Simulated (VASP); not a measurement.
```
SnS2
1.0
   14.79216     0.00000     0.00000
   -7.39608    12.81038     0.00000
    0.00000     0.00000    13.54107
Sn S
32 64
Direct
  0.00000   0.00000   0.00000
  0.00000   0.00000   0.50000
  0.00000   0.25000   0.00000
  0.00000   0.25000   0.50000
  0.00000   0.50000   0.00000
  0.00000   0.50000   0.50000
  0.00000   0.75000   0.00000
  0.00000   0.75000   0.50000
  0.25000   0.00000   0.00000
  0.25000   0.00000   0.50000
  0.25000   0.25000   0.00000
  0.25000   0.25000   0.50000
  0.25000   0.50000   0.00000
  0.25000   0.50000   0.50000
  0.25000   0.75000   0.00000
  0.25000   0.75000   0.50000
  0.50000   0.00000   0.00000
  0.50000   0.00000   0.50000
  0.50000   0.25000   0.00000
  0.50000   0.25000   0.50000
  0.50000   0.50000   0.00000
  0.50000   0.50000   0.50000
  0.50000   0.75000   0.00000
  0.50000   0.75000   0.50000
  0.75000   0.00000   0.00000
  0.75000   0.00000   0.50000
  0.75000   0.25000   0.00000
  0.75000   0.25000   0.50000
  0.75000   0.50000   0.00000
  0.75000   0.50000   0.50000
  0.75000   0.75000   0.00000
  0.75000   0.75000   0.50000
  0.08333   0.16667   0.10906
  0.16667   0.08333   0.39094
  0.08333   0.16667   0.60906
  0.16667   0.08333   0.89094
  0.08333   0.41667   0.10906
  0.16667   0.33333   0.39094
  0.08333   0.41667   0.60906
  0.16667   0.33333   0.89094
  0.08333   0.66667   0.10906
  0.16667   0.58333   0.39094
  0.08333   0.66667   0.60906
  0.16667   0.58333   0.89094
  0.08333   0.91667   0.10906
  0.16667   0.83333   0.39094
  0.08333   0.91667   0.60906
  0.16667   0.83333   0.89094
  0.33333   0.16667   0.10906
  0.41667   0.08333   0.39094
  0.33333   0.16667   0.60906
  0.41667   0.08333   0.89094
  0.33333   0.41667   0.10906
  0.41667   0.33333   0.39094
  0.33333   0.41667   0.60906
  0.41667   0.33333   0.89094
  0.33333   0.66667   0.10906
  0.41667   0.58333   0.39094
  0.33333   0.66667   0.60906
  0.41667   0.58333   0.89094
  0.33333   0.91667   0.10906
  0.41667   0.83333   0.39094
  0.33333   0.91667   0.60906
  0.41667   0.83333   0.89094
  0.58333   0.16667   0.10906
  0.66667   0.08333   0.39094
  0.58333   0.16667   0.60906
  0.66667   0.08333   0.89094
  0.58333   0.41667   0.10906
  0.66667   0.33333   0.39094
  0.58333   0.41667   0.60906
  0.66667   0.33333   0.89094
  0.58333   0.66667   0.10906
  0.66667   0.58333   0.39094
  0.58333   0.66667   0.60906
  0.66667   0.58333   0.89094
  0.58333   0.91667   0.10906
  0.66667   0.83333   0.39094
  0.58333   0.91667   0.60906
  0.66667   0.83333   0.89094
  0.83333   0.16667   0.10906
  0.91667   0.08333   0.39094
  0.83333   0.16667   0.60906
  0.91667   0.08333   0.89094
  0.83333   0.41667   0.10906
  0.91667   0.33333   0.39094
  0.83333   0.41667   0.60906
  0.91667   0.33333   0.89094
  0.83333   0.66667   0.10906
  0.91667   0.58333   0.39094
  0.83333   0.66667   0.60906
  0.91667   0.58333   0.89094
  0.83333   0.91667   0.10906
  0.91667   0.83333   0.39094
  0.83333   0.91667   0.60906
  0.91667   0.83333   0.89094
```

Method: PBE GGA, VASP's PBE PAW potentials (set 64) (plane waves; VASP 6.6.1). Numerical set-up: PREC = Normal, LREAL = Auto, 400 eV cut-off, 1×1×1 Γ-centred mesh, Gaussian smearing of 0.050 eV, potentials Sn S.

The supercell is sampled at Γ alone, which is coarse: total energies, pressure and levels can be off, energies of defects by several tenths of an eV.

Question: Estimate the energy per atom (σ→0).

Answer: 
```
Property                        Value
---------------------  --------------
energy per atom (σ→0)  -4.396 eV/atom
```

Only differences to runs with the same potentials and settings are physical.

The cell is a supercell, built from a database entry that may be metastable or hypothetical.
